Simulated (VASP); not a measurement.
```yaml
crystal:
  lattice:
    - [0.00000, 2.83431, 2.83431]
    - [2.83431, 0.00000, 2.83431]
    - [2.83431, 2.83431, 0.00000]
  atoms:
    - { symbol: Be, position: [0.00000, 0.00000, 0.00000] }
    - { symbol: Te, position: [0.25000, 0.25000, 0.25000] }
```

These are modified Becke-Johnson potential (mBJ) with spin-orbit coupling, VASP's PBE PAW potentials (set 64) (plane waves; VASP) values and carry that method's errors. Settings: 350 eV cut-off, 6×6×6 Γ-centred mesh, Gaussian smearing of 0.050 eV, potentials Be Te.

mBJ is a potential without an energy functional, so only the levels count.

Problem. Predict the band gap (over mesh and band path) with the smallest direct gap where there is one.

Solution. 
| Item | Value |
|---|---|
| band gap (over mesh and band path) | 2.44 eV |
| smallest direct gap (over mesh and band path) | 3.90 eV |

Total energies compare only between runs with the same potentials, cut-off and functional.

The compound is BeTe in the zinc blende structure. It was relaxed first. The cell's shape comes from a PBE relaxation.
